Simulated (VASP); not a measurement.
Output of a VASP run:

### OUTCAR
```
 ion  position               nearest neighbor table
   1  0.333  0.667  0.245-   5 2.37   5 2.37   5 2.37   4 2.44   3 2.72   3 2.72   3 2.72
   2  0.667  0.333  0.755-   4 2.37   4 2.37   4 2.37   5 2.44   3 2.72   3 2.72   3 2.72
   3  0.000  0.000  0.000-   1 2.72   2 2.72   2 2.72   1 2.72   2 2.72   1 2.72
   4  0.333  0.667  0.646-   2 2.37   2 2.37   2 2.37   1 2.44
   5  0.667  0.333  0.354-   1 2.37   1 2.37   1 2.37   2 2.44
  LATTYP: Found a hexagonal cell.
 ALAT       =     3.9348744794
 C/A-ratio  =     1.5455126101
 Subroutine PRICEL returns:
 Original cell was already a primitive cell.
 Subroutine GETGRP returns: Found 12 space group operations
The static configuration has the point symmetry D_3d.
The dynamic configuration has the point symmetry D_3d.
 Subroutine INISYM returns: Found 12 space group operations
 Subroutine IBZKPT returns following result:
 Found     24 irreducible k-points:

 Following reciprocal coordinates:
            Coordinates               Weight
  0.000000  0.000000  0.000000      1.000000
  0.166667  0.000000  0.000000      6.000000
  0.333333  0.000000  0.000000      6.000000
  0.500000  0.000000  0.000000      3.000000
  0.166667  0.166667  0.000000      6.000000
  0.333333  0.166667  0.000000     12.000000
  0.333333  0.333333  0.000000      2.000000
  0.000000  0.000000  0.250000      2.000000
  0.166667  0.000000  0.250000      6.000000
  0.000000  0.166667  0.250000      6.000000
  0.333333  0.000000  0.250000      6.000000
  0.000000  0.333333  0.250000      6.000000
  0.500000  0.000000  0.250000      6.000000
  0.166667  0.166667  0.250000     12.000000
  0.333333  0.166667  0.250000     12.000000
 -0.166667  0.500000  0.250000     12.000000
  0.333333  0.333333  0.250000      4.000000
  0.000000  0.000000  0.500000      1.000000
  0.166667  0.000000  0.500000      6.000000
  0.333333  0.000000  0.500000      6.000000
  0.500000  0.000000  0.500000      3.000000
  0.166667  0.166667  0.500000      6.000000
  0.333333  0.166667  0.500000     12.000000
  0.333333  0.333333  0.500000      2.000000
   k-points           NKPTS =     24   k-points in BZ     NKDIM =     24   number of bands    NBANDS=     24
   number of dos      NEDOS =    301   number of ions     NIONS =      5
   total plane-waves  NPLWV =  43200
   dimension x,y,z NGX =    30 NGY =   30 NGZ =   48
   dimension x,y,z NGXF=    60 NGYF=   60 NGZF=   96
   ions per type =               2   3
   PREC   = accura    normal or accurate (medium, high low for compatibility)
   ISTART =      0    job   : 0-new  1-cont  2-samecut
   ICHARG =      2    charge: 1-file 2-atom 10-const
   ISPIN  =      1    spin polarized calculation?
   LNONCOLLINEAR =      F non collinear calculations
   LSORBIT =      F    spin-orbit coupling
   INIWAV =      1    electr: 0-lowe 1-rand  2-diag
   ENCUT  =  520.0 eV  38.22 Ry    6.18 a.u.   7.32  7.32 11.31*2*pi/ulx,y,z
   NELM   =    100;   NELMIN=  2; NELMDL= -5     # of ELM steps
   EDIFF  = 0.1E-05   stopping-criterion for ELM
   LREAL  =      F    real-space projection
   NLSPLINE    = F    spline interpolate recip. space projectors
   LMAXMIX     =    6 max onsite mixed and CHGCAR
   VOSKOWN=      0    Vosko Wilk Nusair interpolation
   EDIFFG = -.2E-01   stopping-criterion for IOM
   NSW    =     60    number of steps for IOM
   NBLOCK =      1;   KBLOCK =     60    inner block; outer block
   IBRION =      2    ionic relax: 0-MD 1-quasi-New 2-CG
   NFREE  =      1    steps in history (QN), initial steepest desc. (CG)
   ISIF   =      3    stress and relaxation
   ISYM   =      2    0-nonsym 1-usesym 2-fastsym
   TEIN   =    0.0    initial temperature
   TEBEG  =    0.0;   TEEND  =   0.0 temperature during run
   SMASS  =  -3.00    Nose mass-parameter (am)
   PSTRESS=    0.0 pullay stress
   NELECT =      40.0000    total number of electrons
   EFERMI =   0.00;   METHOD = LEGACY
   ISMEAR =     0;   SIGMA  =   0.05  broadening in eV -4-tet -1-fermi 0-gaus
   IALGO  =     38    algorithm
   LDIAG  =      T    sub-space diagonalisation (order eigenvalues)
...
```

### OSZICAR
```
...
DAV:  25    -0.349146785059E+00   -0.62560E-02   -0.38788E-02  2304   0.817E-01    0.563E-01
DAV:  26    -0.349795391462E+00   -0.64861E-03   -0.11513E-03  2112   0.279E-01    0.591E-01
DAV:  27    -0.351966625146E+00   -0.21712E-02   -0.35853E-03  1584   0.376E-01    0.556E-01
DAV:  28    -0.353784891892E+00   -0.18183E-02   -0.17708E-02  1944   0.856E-01    0.416E-01
DAV:  29    -0.353267876848E+00    0.51702E-03   -0.17904E-03  2200   0.391E-01    0.351E-01
DAV:  30    -0.352792447408E+00    0.47543E-03   -0.18496E-04  2176   0.175E-01    0.308E-01
DAV:  31    -0.352314133319E+00    0.47831E-03   -0.16969E-04  2296   0.147E-01    0.260E-01
DAV:  32    -0.351432202850E+00    0.88193E-03   -0.97941E-04  2184   0.400E-01    0.141E-01
DAV:  33    -0.351145477741E+00    0.28673E-03   -0.85106E-04  2304   0.282E-01    0.573E-02
DAV:  34    -0.351115431269E+00    0.30046E-04   -0.14449E-04  2304   0.998E-02    0.354E-02
DAV:  35    -0.351106263145E+00    0.91681E-05   -0.43192E-05  2296   0.583E-02    0.271E-02
DAV:  36    -0.351106017518E+00    0.24563E-06   -0.51037E-05  2272   0.832E-02    0.438E-03
DAV:  37    -0.351111971259E+00   -0.59537E-05   -0.13049E-05  2184   0.283E-02    0.376E-03
DAV:  38    -0.351112018240E+00   -0.46981E-07   -0.58366E-07  1056   0.105E-02
   1 F= -.35111202E+00 E0= -.35111202E+00  d E =-.351112E+00
       N       E                     dE             d eps       ncg     rms          rms(c)
DAV:   1    -0.351216916183E+00   -0.10494E-03   -0.38287E-02  1728   0.280E+00    0.109E-01
DAV:   2    -0.351265448671E+00   -0.48532E-04   -0.25341E-03  1960   0.589E-01    0.552E-02
DAV:   3    -0.351252613897E+00    0.12835E-04   -0.26639E-04  2088   0.187E-01    0.183E-02
DAV:   4    -0.351247281290E+00    0.53326E-05   -0.81220E-05  2272   0.103E-01    0.721E-03
DAV:   5    -0.351260476351E+00   -0.13195E-04   -0.20499E-05  1920   0.523E-02    0.454E-03
DAV:   6    -0.351261213990E+00   -0.73764E-06   -0.69202E-06  1720   0.313E-02
   2 F= -.35126121E+00 E0= -.35126121E+00  d E =-.149196E-03
       N       E                     dE             d eps       ncg     rms          rms(c)
DAV:   1    -0.351270343051E+00   -0.98667E-05   -0.13348E-02  1736   0.166E+00    0.644E-02
DAV:   2    -0.351288879544E+00   -0.18536E-04   -0.88443E-04  1952   0.349E-01    0.329E-02
DAV:   3    -0.351281896269E+00    0.69833E-05   -0.97557E-05  2080   0.113E-01    0.104E-02
DAV:   4    -0.351282692532E+00   -0.79626E-06   -0.30455E-05  2248   0.630E-02    0.436E-03
DAV:   5    -0.351286182895E+00   -0.34904E-05   -0.78836E-06  1768   0.328E-02    0.275E-03
DAV:   6    -0.351286589826E+00   -0.40693E-06   -0.17992E-06  1152   0.208E-02
   3 F= -.35128659E+00 E0= -.35128659E+00  d E =-.174572E-03
       N       E                     dE             d eps       ncg     rms          rms(c)
DAV:   1    -0.351317995152E+00   -0.31812E-04   -0.13253E-02  1552   0.154E+00    0.595E-02
DAV:   2    -0.351366628329E+00   -0.48633E-04   -0.10141E-03  1848   0.385E-01    0.313E-02
DAV:   3    -0.351357185222E+00    0.94431E-05   -0.12618E-04  2032   0.119E-01    0.100E-02
DAV:   4    -0.351362431305E+00   -0.52461E-05   -0.27470E-05  2152   0.555E-02    0.468E-03
DAV:   5    -0.351368108600E+00   -0.56773E-05   -0.57019E-06  1600   0.229E-02    0.240E-03
DAV:   6    -0.351369789466E+00   -0.16809E-05   -0.11847E-06   944   0.168E-02    0.119E-03
DAV:   7    -0.351370652711E+00   -0.86325E-06   -0.48820E-07   816   0.173E-02
   4 F= -.35137065E+00 E0= -.35137065E+00  d E =-.840629E-04
```

### OUTCAR
```
------------------------ aborting loop because EDIFF is reached ----------------------------------------
  FORCE on cell =-STRESS in cart. coord.  units (eV):
  Direction    XX          YY          ZZ          XY          YZ          ZX
  --------------------------------------------------------------------------------------
  Total       -0.0645734     -0.0645734     -0.0830765     -0.0000000     -0.0000000      0.0000000
  in kB       -1.2676832     -1.2676831     -1.6309292     -0.0000000     -0.0000000      0.0000000
  external PRESSURE =      -1.3887651 kB  Pullay stress =       0.0000000 kB
  volume of cell :       81.61
      direct lattice vectors                 reciprocal lattice vectors
     1.969877857 -3.411928441 -0.000000000     0.253822844 -0.146544691 -0.000000000
     1.969877857  3.411928441 -0.000000000     0.253822844  0.146544691  0.000000000
    -0.000000000 -0.000000000  6.071335624     0.000000000  0.000000000  0.164708404
 POSITION                                       TOTAL-FORCE (eV/Angst)
 -----------------------------------------------------------------------------------
      1.96988      1.13731      1.48784        -0.000000      0.000000     -0.005337
      1.96988     -1.13731      4.58350         0.000000     -0.000000      0.005337
      3.93976      0.00000     -0.00000        -0.000000      0.000000      0.000000
      1.96988      1.13731      3.92601        -0.000000     -0.000000      0.015621
      1.96988     -1.13731      2.14532        -0.000000      0.000000     -0.015621
 -----------------------------------------------------------------------------------
    total drift:                                0.000000      0.000000      0.000000
  FREE ENERGIE OF THE ION-ELECTRON SYSTEM (eV)
  ---------------------------------------------------
  free  energy   TOTEN  =        -0.3513706527 eV

  energy  without entropy=       -0.3513706527  energy(sigma->0) =       -0.35137065

 reached required accuracy - stopping structural energy minimisation
```
(Selected blocks of OUTCAR.)

**POSCAR**
```
La2O3
1
    1.9674372789    -3.4077012372    -0.0000000000
    1.9674372789     3.4077012372     0.0000000000
    0.0000000000    -0.0000000000     6.0813981270
La O
2 3
Direct
  0.3333330000   0.6666670000   0.2451919781
  0.6666670000   0.3333330000   0.7548080219
  1.0000000000   0.0000000000   0.0000000000
  0.3333330000   0.6666670000   0.6461775137
  0.6666670000   0.3333330000   0.3538224863
```

Problem. Write an INCAR and KPOINTS that could have produced this output.

Solution. This is not unique; one that fits is the input of the run itself, revTPSS meta-GGA, plane waves, VASP's PBE PAW potentials (set 64).

**INCAR**
```
SYSTEM  =  La2O3
PREC  =  Accurate; ENCUT  =  520; LREAL  =  .FALSE.
LASPH  =  .TRUE.
EDIFF  =  1E-6; NELM  =  100; ALGO  =  Normal
LMAXMIX  =  6; LMIXTAU  =  .TRUE.
ISMEAR  =  0; SIGMA  =  0.05
METAGGA  =  RTPSS
IBRION  =  2; NSW  =  60; ISIF  =  3
EDIFFG  =  -0.02
LWAVE  =  .FALSE.; LCHARG  =  .FALSE.
```

### KPOINTS
```
Automatic mesh
0
Gamma
 6 6 4
```

POTCAR, in this order: La O (PBE.64 set). Program: vasp_std.

The compound is La2O3 in the a-type structure. This run relaxes it. Symmetry was kept, so distortions that lower it aren't found. The start is the result of an earlier pass.
